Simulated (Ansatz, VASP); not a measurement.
# LiPd in two plane-wave programs

Aim: how closely do two programs agree when they are given the same cell, functional and k mesh? The structure shown is the end of the VASP relaxation below.

Program: Ansatz 0.2.0. Level of theory: plane waves, with VASP 6.6.1 beside it; single point at PBEsol and band structure at PBEsol. Results are calculated unless marked as measured.

### 1. The structure

The cell holds 12 atoms: 6 Li and 6 Pd. Its edges and angles: a = 2.986 Å, b = 4.223 Å, c = 25.557 Å, α = 90.0°, β = 90.0°, γ = 90.0°. It derives from LiPd. The (1 1 0) slab of LiPd, cut from the database cell (so at first; earlier steps may have moved the atoms). Vacuum lies along c.

### 2. VASP: relaxation, PBEsol

This run makes the geometry at which the two programs are then compared.

Lines of VASP's logs that name or quote its potential files are left out, and so is its time.

INCAR

```
SYSTEM = LiPd
PREC = Normal
ENCUT = 300
EDIFF = 1E-05
NELM = 120
ISMEAR = 1
SIGMA = 0.1
LREAL = .FALSE.
ALGO = Fast
GGA = PS
NBANDS = 45
LORBIT = 11
LWAVE = .FALSE.
LCHARG = .FALSE.
KPAR = 2
IBRION = 2
NSW = 40
ISIF = 2
EDIFFG = -0.03
POTIM = 0.4
MAXMIX = 40
IDIPOL = 3
LDIPOL = .TRUE.
DIPOL = 0.5 0.5 0.5
```

POSCAR

```
LiPd
1.0
    2.9860000000      0.0000000000      0.0000000000
    0.0000000000      4.2228416972      0.0000000000
    0.0000000000      0.0000000000     25.5571042431
Li Pd
6 6
Selective dynamics
Direct
    0.0000000000      0.5000000000      0.2934604800  F F F
    0.0000000000      0.0000000000      0.3760762900  F F F
    0.0000000000      0.5000000000      0.4586921000  F F F
    0.0000000000      0.0000000000      0.5413079000  T T T
    0.0000000000      0.5000000000      0.6239237100  T T T
    0.0000000000      0.0000000000      0.7065395200  T T T
    0.5000000000      0.0000000000      0.2934604800  F F F
    0.5000000000      0.5000000000      0.3760762900  F F F
    0.5000000000      0.0000000000      0.4586921000  F F F
    0.5000000000      0.5000000000      0.5413079000  T T T
    0.5000000000      0.0000000000      0.6239237100  T T T
    0.5000000000      0.5000000000      0.7065395200  T T T
```

KPOINTS

```
Automatic mesh
0
Gamma
7 5 1
0 0 0
```

The projector-augmented-wave data sets are Li and Pd (PBE family, release 64).

Run with:

```bash
$ mpirun -np 2 vasp_std
```

Numbers of over 12 decimals in the logs are rounded to 6 here.

Output:

```text
[banner, memory and clock lines left out]
running    2 mpi-ranks, on    1 nodes
 distrk:  each k-point on    1 cores,    2 groups
 distr:  one band on    1 cores,    1 groups

 POSCAR found type information on POSCAR LiPd
 POSCAR found :  2 types and      12 ions
|                                                                             |
|               ----> ADVICE to this user running VASP <----                  |
|                                                                             |
|     You enforced a specific xc type in the INCAR file but a different       |
|     [... a line on the potential file left out ...]
|     I HOPE YOU KNOW WHAT YOU ARE DOING!                                     |
|                                                                             |

 LDA part: xc-table for (Slater+PW92), standard interpolation
 POSCAR, INCAR and KPOINTS ok, starting setup
 FFT: planning ... GRIDC
 FFT: planning ... GRID_SOFT
 FFT: planning ... GRID
 WAVECAR not read
 entering main loop
       N       E                     dE             d eps       ncg     rms          rms(c)
DAV:   1     0.266433188278E+03    0.26643E+03   -0.21249E+04  1112   0.797E+02
DAV:   2    -0.391270132003E+02   -0.30556E+03   -0.27951E+03  1311   0.207E+02
DAV:   3    -0.537644602005E+02   -0.14637E+02   -0.13985E+02  1220   0.438E+01
DAV:   4    -0.540868491365E+02   -0.32239E+00   -0.32139E+00  1355   0.675E+00
DAV:   5    -0.540956856731E+02   -0.88365E-02   -0.88355E-02  1395   0.109E+00    0.124E+01
RMM:   6    -0.530957380966E+02    0.99995E+00   -0.19389E+01  1080   0.180E+01    0.920E+00
RMM:   7    -0.506962117117E+02    0.23995E+01   -0.52190E+00  1082   0.923E+00    0.506E+00
RMM:   8    -0.498450170643E+02    0.85119E+00   -0.10954E+00  1086   0.453E+00    0.168E+00
RMM:   9    -0.497661087534E+02    0.78908E-01   -0.25676E-01  1085   0.187E+00    0.135E+00
RMM:  10    -0.497382258320E+02    0.27883E-01   -0.72903E-02  1086   0.994E-01    0.101E+00
RMM:  11    -0.497614797520E+02   -0.23254E-01   -0.49143E-02  1087   0.101E+00    0.826E-01
RMM:  12    -0.497167855412E+02    0.44694E-01   -0.14201E-02  1088   0.391E-01    0.494E-01
RMM:  13    -0.497039478850E+02    0.12838E-01   -0.82873E-03  1086   0.354E-01    0.176E-01
RMM:  14    -0.497040961465E+02   -0.14826E-03   -0.39544E-03  1086   0.189E-01    0.119E-01
[...]
RMM:  19    -0.497066598351E+02   -0.30738E-03   -0.22369E-04  1089   0.454E-02    0.231E-02
RMM:  20    -0.497066662369E+02   -0.64017E-05   -0.13863E-04   890   0.266E-02    0.143E-02
RMM:  21    -0.497069035343E+02   -0.23730E-03   -0.34835E-05   782   0.158E-02    0.528E-03
RMM:  22    -0.497072461303E+02   -0.34260E-03   -0.43065E-05   777   0.146E-02    0.678E-03
RMM:  23    -0.497073613295E+02   -0.11520E-03   -0.10618E-05   686   0.853E-03    0.380E-03
RMM:  24    -0.497074157932E+02   -0.54464E-04   -0.50287E-06   533   0.514E-03    0.188E-03
RMM:  25    -0.497074453922E+02   -0.29599E-04   -0.40409E-06   582   0.510E-03    0.542E-04
RMM:  26    -0.497074506070E+02   -0.52147E-05   -0.73272E-07   292   0.252E-03
   1 F= -.49707451E+02 E0= -.49705665E+02  d E =-.497075E+02
[... from here on, the cycles between the ionic steps are left out ...]
   2 F= -.49721070E+02 E0= -.49719349E+02  d E =-.136198E-01
   7 F= -.49803867E+02 E0= -.49803237E+02  d E =-.349547E-01
   8 F= -.49804187E+02 E0= -.49803609E+02  d E =-.352746E-01
   9 F= -.49812002E+02 E0= -.49811456E+02  d E =-.781545E-02
  10 F= -.49814168E+02 E0= -.49813648E+02  d E =-.998097E-02
  11 F= -.49814539E+02 E0= -.49814034E+02  d E =-.103521E-01
  12 F= -.49815207E+02 E0= -.49814642E+02  d E =-.667378E-03
  13 F= -.49815417E+02 E0= -.49814794E+02  d E =-.878336E-03
  14 F= -.49815838E+02 E0= -.49815214E+02  d E =-.421003E-03
  15 F= -.49816015E+02 E0= -.49815390E+02  d E =-.597808E-03
  16 F= -.49816283E+02 E0= -.49815655E+02  d E =-.865709E-03
  17 F= -.49816466E+02 E0= -.49815837E+02  d E =-.104826E-02
 curvature:  -8.56 expect dE=-0.218E-02 dE for cont linesearch -0.146E-04
 trial: gam= 0.88473 g(F)=  0.254E-03 g(S)=  0.000E+00 ort =-0.306E-04 (trialstep = 0.305E+01)
 search vector abs. value=  0.630E-03
 bond charge predicted
       N       E                     dE             d eps       ncg     rms          rms(c)
DAV:   1    -0.498165336349E+02   -0.72750E-04   -0.53133E-01  1080   0.268E+00    0.597E-02
RMM:   2    -0.498168787117E+02   -0.34508E-03   -0.56372E-03  1085   0.387E-01    0.355E-02
RMM:   3    -0.498170259808E+02   -0.14727E-03   -0.10026E-03  1111   0.155E-01    0.332E-02
RMM:   4    -0.498170524044E+02   -0.26424E-04   -0.27602E-04  1221   0.680E-02    0.312E-02
RMM:   5    -0.498170376115E+02    0.14793E-04   -0.26212E-05   789   0.225E-02    0.227E-02
RMM:   6    -0.498170387030E+02   -0.10915E-05   -0.93245E-06   636   0.134E-02
  18 F= -.49817039E+02 E0= -.49816445E+02  d E =-.572975E-03
 trial-energy change:   -0.000573  1 .order   -0.000550   -0.000693   -0.000408
 step:   7.4251(harm=  7.4251)  dis= 0.00766  next Energy=   -49.817309 (dE=-0.844E-03)
 reached required accuracy - stopping structural energy minimisation
```

From OUTCAR (step 2):

```text
ion  position               nearest neighbor table
   1  0.000  0.500  0.293-   7 2.59   7 2.59   7 2.59   7 2.59   8 2.59   8 2.59   2 2.99   2 2.99

  LATTYP: Found a simple orthorhombic cell.
 ALAT       =     2.9860000000
 B/A-ratio  =     1.4142135624
 C/A-ratio  =     8.5589766387

 Subroutine GETGRP returns: Found  8 space group operations
 (whereof  4 operations were pure point group operations)

The static configuration has the point symmetry C_2v.
 The point group associated with its full space group is D_2h.

 Found     12 irreducible k-points:

   k-points           NKPTS =     12   k-points in BZ     NKDIM =     12   number of bands    NBANDS=     45

   dimension x,y,z NGX =    14 NGY =   18 NGZ =  108
   dimension x,y,z NGXF=    28 NGYF=   36 NGZF=  216

   ENCUT  =  300.0 eV  22.05 Ry    4.70 a.u.   4.22  5.96 36.09*2*pi/ulx,y,z

   NELECT =      66.0000    total number of electrons

 k-points in reciprocal lattice and weights: Automatic mesh
   0.00000000  0.00000000  0.00000000       0.029
   0.14285714  0.00000000  0.00000000       0.057
   0.28571429  0.00000000  0.00000000       0.057
   0.42857143  0.00000000  0.00000000       0.057
   0.00000000  0.20000000  0.00000000       0.057
   0.14285714  0.20000000  0.00000000       0.114
   0.28571429  0.20000000  0.00000000       0.114
   0.42857143  0.20000000  0.00000000       0.114
   0.00000000  0.40000000  0.00000000       0.057
   0.14285714  0.40000000  0.00000000       0.114
   0.28571429  0.40000000  0.00000000       0.114
   0.42857143  0.40000000  0.00000000       0.114

 dipolmoment           0.000000      0.000000     -0.026530 electrons x Angstroem

 average (electrostatic) potential at core
       1 -28.4998       2 -27.6942       3 -27.6644       4 -27.6796       5 -27.6319
       6 -28.7320       7 -78.4872       8 -78.7084       9 -78.7374      10 -78.7508
      11 -78.6980      12 -78.5490

 E-fermi :   0.8278

 k-point     1 :       0.0000    0.0000    0.0000
  band No.  band energies     occupation
    ...
     31      -0.0303      2.00000
     32       0.0331      2.00000
     33       0.0743      2.00000
     34       0.4019      2.00000
     35       0.4680      2.00000
     36       1.5205     -0.00000
     37       2.1805     -0.00000
     38       2.5250     -0.00000
     39       3.5514      0.00000
     40       4.6167      0.00000
    ...

 k-point     2 :       0.1429    0.0000    0.0000
  band No.  band energies     occupation
    ...
     30      -0.1782      2.00000
     31      -0.1090      2.00000
     32      -0.0104      2.00000
     33       0.0286      2.00000
     34       0.5437      2.00044
     35       0.8706      0.34413
     36       2.0801     -0.00000
     37       2.9064      0.00000
     38       3.3643      0.00000
     39       4.2783      0.00000
    ...

 k-point     3 :       0.2857    0.0000    0.0000
  band No.  band energies     occupation
    ...
     30      -0.1366      2.00000
     31       0.0644      2.00000
     32       0.0920      2.00000
     33       0.4601      2.00000
     34       0.6193      2.01204
     35       1.8018     -0.00000
     36       3.2598      0.00000
     37       4.4108      0.00000
     38       5.1320      0.00000
     39       5.5650      0.00000
    ...

  Total       -3.9268084     -2.9022801     -1.8406255      0.0000000      0.0000000      0.0000000
  in kB      -19.5228871    -14.4292468     -9.1510256      0.0000000      0.0000000      0.0000000
  external PRESSURE =     -14.3677198 kB  Pullay stress =       0.0000000 kB

  energy-cutoff  :      300.00
  volume of cell :      322.26
      direct lattice vectors                 reciprocal lattice vectors
     2.986000000  0.000000000  0.000000000     0.334896182  0.000000000  0.000000000
     0.000000000  4.222841697  0.000000000     0.000000000  0.236807361  0.000000000
     0.000000000  0.000000000 25.557104243     0.000000000  0.000000000  0.039128064

 POSITION                                       TOTAL-FORCE (eV/Angst)
 -----------------------------------------------------------------------------------
      0.00000      2.11142      7.50000         0.000000      0.000000     -0.189223
      0.00000      0.00000      9.61142         0.000000      0.000000     -0.058062
      0.00000      2.11142     11.72284         0.000000      0.000000     -0.152334
      0.00000      0.00000     13.81803         0.000000      0.000000      0.007698
      0.00000      2.11142     15.77340         0.000000      0.000000     -0.017789
      0.00000      0.00000     18.16041         0.000000      0.000000      0.004477
      1.49300      0.00000      7.50000         0.000000      0.000000      0.574705
      1.49300      2.11142      9.61142         0.000000      0.000000     -0.056874
      1.49300      0.00000     11.72284         0.000000      0.000000     -0.088020
      1.49300      2.11142     13.75067         0.000000      0.000000      0.026608
      1.49300      0.00000     15.93302         0.000000      0.000000     -0.021636
      1.49300      2.11142     17.74875         0.000000      0.000000     -0.029551
 -----------------------------------------------------------------------------------
    total drift:                                0.000000      0.000000      0.008071

  FREE ENERGIE OF THE ION-ELECTRON SYSTEM (eV)
  ---------------------------------------------------
  free  energy   TOTEN  =       -49.8170387030 eV

  energy  without entropy=      -49.8152581615  energy(sigma->0) =      -49.81644519

 reached required accuracy - stopping structural energy minimisation

 vacuum level on the upper side and lower side of the slab         4.380         4.840

 total charge
# of ion       s       p       d       tot
------------------------------------------
    1        0.131   0.178   0.000   0.309
    2        0.146   0.224   0.000   0.370
    3        0.154   0.231   0.000   0.385
    4        0.152   0.226   0.000   0.377
    5        0.157   0.246   0.000   0.403
    6        0.123   0.157   0.000   0.280
    7        0.476   0.168   8.661   9.305
    8        0.462   0.278   8.614   9.354
    9        0.477   0.289   8.599   9.364
   10        0.487   0.287   8.615   9.388
   11        0.466   0.300   8.603   9.369
   12        0.495   0.211   8.657   9.363
--------------------------------------------------
tot          3.725   2.794  51.748  58.267

[... 3 further parts left out ...]
```

The run keeps the 4 symmetry operations of its start, so it cannot find a distortion of lower symmetry.

(Part 1 of 2 ends here.)

[Lines on the potential files, build, host, timing and source positions are cut from VASP's logs without a mark.]

[Logs are printed without paths, hosts, clocks, repeated set-up lines and the standing remarks that a program may print on its own settings, such as how far it seeks lower states.]

[Hosts, paths, dates, database ids (printed as entryN), source tags and the programs' standing remarks are cut or masked in the printed files.]
